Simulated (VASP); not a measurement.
The system is Ta3N.

```xyz
4
Lattice="3.0322 0.0000 0.0000 -1.5161 2.6260 0.0000 0.0000 0.0000 7.5241" Properties=species:S:1:pos:R:3 pbc="T T T"
Ta    1.5161    0.8753    6.2155
Ta    0.0000    1.7507    1.3087
Ta    0.0000    0.0000    3.7621
N     0.0000    0.0000    0.0000
```

The cell comes from a database or a generator and needn't be the stable form of this composition.

* Program: VASP 6.6.1
* Task: single point
* Functional: PBE
* Potentials or basis: VASP PAW PBE potentials, release 64 (Ta_pv, N)
* Cutoff: 520 eV
* k mesh: 10 × 10 × 4
* Occupations: fermi-dirac, width 0.05 eV
* Spin: no spin polarisation

On this cell: pressure -0.4 GPa; largest force 0.084 eV/Å; band gap on the k mesh none (metal or under the smearing width).

The same run follows on a disturbed copy (atoms moved at random, drawn with an rms of 0.05 Å):

```xyz
4
Lattice="3.0322 0.0000 0.0000 -1.5161 2.6260 0.0000 0.0000 0.0000 7.5241" Properties=species:S:1:pos:R:3 pbc="T T T"
Ta    1.5241    0.9239    6.1879
Ta    0.0463    1.7460    1.3204
Ta   -0.0027    0.0017    3.7259
N    -0.0347    0.0406   -0.0509
```

What changes?

The energy (extrapolated to zero smearing) moves by +13.6 meV/atom; pressure -0.6 GPa; largest force 0.919 eV/Å; band gap on the k mesh none (metal or under the smearing width).

Forces on the atoms (eV/Å):
```
Ta  -0.267 -0.015 -0.129
Ta  -0.363  0.179 -0.826
Ta  -0.002  0.025  0.368
N    0.633 -0.188  0.587
```

Stress tensor (GPa, compression positive):
```
-1.75  0.07 -0.45
 0.07 -0.88  0.59
-0.45  0.59  0.88
```
